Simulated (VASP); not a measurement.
All values below come from PBEsol GGA, VASP's PBE PAW potentials (set 64) (plane waves; VASP 6.6.1).

A VASP calculation is set up with these files.

**KPOINTS**
```
Automatic mesh
0
Gamma
11 11 11
0 0 0
```

**POSCAR**
```
SnTe
1.0
  0.0000000000   2.8276077073   2.8276077073
  2.8276077073   0.0000000000   2.8276077073
  2.8276077073   2.8276077073   0.0000000000
Sn Te
1 1
Cart
  0.0000000000   0.0000000000   0.0000000000
  2.8276077073   2.8276077073   2.8276077073
```

### INCAR
```
# general
SYSTEM   =  SnTe
PREC     =  Accurate
ENCUT    =  500
LREAL    =  F
LASPH    =  T

# electronic loop
EDIFF    =  1E-6
NELM     =  100
ALGO     =  Normal
LMAXMIX  =  4

# smearing
ISMEAR   =  1
SIGMA    =  0.1

# functional
GGA      =  PS

# ions
IBRION   =  2
NSW      =  40
ISIF     =  3
EDIFFG   =  -0.02
PSTRESS  =  450

# output
LWAVE    =  F
LCHARG   =  F
```

POTCAR, in this order: Sn_d Te (PBE.64 set). Program: vasp_std.

The run wrote:

OSZICAR:
```
       N       E                     dE             d eps       ncg     rms          rms(c)
DAV:   1     0.129171078150E+03    0.12917E+03   -0.97423E+03  1610   0.179E+03
DAV:   2     0.310185037214E+01   -0.12607E+03   -0.12317E+03  1670   0.398E+02
DAV:   3    -0.693557204949E+01   -0.10037E+02   -0.98417E+01  2072   0.978E+01
DAV:   4    -0.716624980224E+01   -0.23068E+00   -0.23056E+00  1812   0.162E+01
DAV:   5    -0.717551071675E+01   -0.92609E-02   -0.92608E-02  2308   0.307E+00    0.102E+01
DAV:   6    -0.714447683289E+01    0.31034E-01   -0.18936E-02  2276   0.187E+00    0.620E+00
DAV:   7    -0.713057995096E+01    0.13897E-01   -0.17288E-02  2054   0.156E+00    0.189E-01
DAV:   8    -0.713021730954E+01    0.36264E-03   -0.20520E-03  2192   0.648E-01    0.103E-01
DAV:   9    -0.713023552457E+01   -0.18215E-04   -0.13358E-04  1928   0.786E-02    0.422E-02
DAV:  10    -0.713023523463E+01    0.28994E-06   -0.49951E-06  1946   0.248E-02
   1 F= 0.55693459E+01 E0= 0.55695958E+01  d E =0.556935E+01
       N       E                     dE             d eps       ncg     rms          rms(c)
DAV:   1    -0.210547803081E+02   -0.13925E+02   -0.28503E+02  2078   0.246E+02    0.378E+01
DAV:   2    -0.448674868848E+01    0.16568E+02   -0.42516E+01  1982   0.266E+02    0.956E+00
DAV:   3    -0.219994681151E+01    0.22868E+01   -0.37828E+00  2260   0.386E+01    0.520E+00
DAV:   4    -0.185606563328E+01    0.34388E+00   -0.90334E-01  2392   0.135E+01    0.137E+00
DAV:   5    -0.185508823017E+01    0.97740E-03   -0.42639E-02  1754   0.201E+00    0.102E+00
DAV:   6    -0.185295624712E+01    0.21320E-02   -0.32123E-03  2506   0.103E+00    0.266E-01
DAV:   7    -0.185245038393E+01    0.50586E-03   -0.15727E-03  2410   0.585E-01    0.198E-01
DAV:   8    -0.185244728500E+01    0.30989E-05   -0.20680E-04  2090   0.259E-01    0.114E-01
DAV:   9    -0.185243704400E+01    0.10241E-04   -0.25567E-05  1952   0.134E-01    0.509E-02
DAV:  10    -0.185243604076E+01    0.10032E-05   -0.21594E-06  1248   0.282E-02    0.271E-02
DAV:  11    -0.185243574290E+01    0.29786E-06   -0.67846E-07   958   0.830E-03
   2 F= 0.73395128E+01 E0= 0.73398751E+01  d E =0.177017E+01
       N       E                     dE             d eps       ncg     rms          rms(c)
DAV:   1    -0.156563646348E+02   -0.13804E+02   -0.26595E+02  2114   0.459E+02    0.202E+01
DAV:   2    -0.850407736147E+01    0.71523E+01   -0.15604E+01  2046   0.672E+01    0.813E+00
DAV:   3    -0.652461332867E+01    0.19795E+01   -0.56352E+00  2316   0.387E+01    0.980E-01
DAV:   4    -0.643982706778E+01    0.84786E-01   -0.21259E-01  1894   0.410E+00    0.190E+00
DAV:   5    -0.641646657847E+01    0.23360E-01   -0.11525E-02  2350   0.133E+00    0.108E+00
DAV:   6    -0.641134207585E+01    0.51245E-02   -0.77764E-03  1946   0.153E+00    0.922E-02
DAV:   7    -0.641132507800E+01    0.16998E-04   -0.13042E-04  2012   0.202E-01    0.833E-02
DAV:   8    -0.641130247307E+01    0.22605E-04   -0.46601E-05  1892   0.941E-02    0.901E-03
DAV:   9    -0.641130258856E+01   -0.11548E-06   -0.10035E-06  1210   0.164E-02
   3 F= 0.54008779E+01 E0= 0.54009477E+01  d E =-.168468E+00
       N       E                     dE             d eps       ncg     rms          rms(c)
DAV:   1    -0.635084419753E+01    0.60458E-01   -0.11364E-01  2018   0.670E+00    0.486E-01
DAV:   2    -0.634660688604E+01    0.42373E-02   -0.72772E-03  1946   0.190E+00    0.185E-01
DAV:   3    -0.634556037180E+01    0.10465E-02   -0.23936E-03  1954   0.980E-01    0.345E-02
DAV:   4    -0.634552073781E+01    0.39634E-04   -0.13642E-04  2114   0.111E-01    0.371E-02
DAV:   5    -0.634551204066E+01    0.86972E-05   -0.56140E-06  2124   0.269E-02    0.163E-02
DAV:   6    -0.634551206751E+01   -0.26854E-07   -0.10664E-06   874   0.149E-02
   4 F= 0.53993860E+01 E0= 0.53993758E+01  d E =-.169960E+00
       N       E                     dE             d eps       ncg     rms          rms(c)
DAV:   1    -0.632517539611E+01    0.20337E-01   -0.11088E-02  2024   0.211E+00    0.154E-01
DAV:   2    -0.632476583120E+01    0.40956E-03   -0.70064E-04  1952   0.588E-01    0.572E-02
DAV:   3    -0.632466533280E+01    0.10050E-03   -0.23212E-04  1960   0.306E-01    0.106E-02
DAV:   4    -0.632466237326E+01    0.29595E-05   -0.13188E-05  2076   0.346E-02    0.116E-02
DAV:   5    -0.632466208845E+01    0.28481E-06   -0.36821E-07   820   0.830E-03
   5 F= 0.53992959E+01 E0= 0.53992668E+01  d E =-.170050E+00
```

File OUTCAR:
```
------------------------ aborting loop because EDIFF is reached ----------------------------------------
  FORCE on cell =-STRESS in cart. coord.  units (eV):
  Direction    XX          YY          ZZ          XY          YZ          ZX
  --------------------------------------------------------------------------------------
  Total       11.7346024     11.7346024     11.7346024      0.0000000     -0.0000000     -0.0000000
  in kB      450.4085628    450.4085628    450.4085628      0.0000000     -0.0000000     -0.0000000
  external PRESSURE =       0.4085628 kB  Pullay stress =     450.0000000 kB
  volume of cell :       41.74
      direct lattice vectors                 reciprocal lattice vectors
    -0.000000000  2.753261374  2.753261374    -0.181602809  0.181602809  0.181602809
     2.753261374 -0.000000000  2.753261374     0.181602809 -0.181602809  0.181602809
     2.753261374  2.753261374  0.000000000     0.181602809  0.181602809 -0.181602809
 POSITION                                       TOTAL-FORCE (eV/Angst)
 -----------------------------------------------------------------------------------
      0.00000      0.00000      0.00000         0.000000      0.000000     -0.000000
      2.75326      2.75326      2.75326         0.000000      0.000000      0.000000
 -----------------------------------------------------------------------------------
    total drift:                               -0.000000      0.000000      0.000000
  FREE ENERGIE OF THE ION-ELECTRON SYSTEM (eV)
  ---------------------------------------------------
  free  energy   TOTEN  =        -6.3246620884 eV

  energy  without entropy=       -6.3247494437  energy(sigma->0) =       -6.32469121
  enthalpy is  TOTEN    =         5.3992958885 eV   P V=       11.7239579769

 reached required accuracy - stopping structural energy minimisation
```
(Selected blocks of OUTCAR.)

File CONTCAR:
```
SnTe
   1.00000000000000
    -0.0000000000000000    2.7532613740232943    2.7532613740232943
     2.7532613740232943   -0.0000000000000000    2.7532613740232943
     2.7532613740232943    2.7532613740232943    0.0000000000000000
  Sn              Te
     1     1
Direct
     0.0000000000000000    0.0000000000000000    0.0000000000000000
     0.5000000000000000    0.5000000000000000    0.5000000000000000
```

Energy and stress use the plane-wave basis of the starting cell.

The structure was generated: SnTe was put into the rock salt type (Fm-3m), which need not be its known phase. This run relaxes it under an external pressure of 45 GPa. Symmetry was kept, so distortions that lower it aren't found.
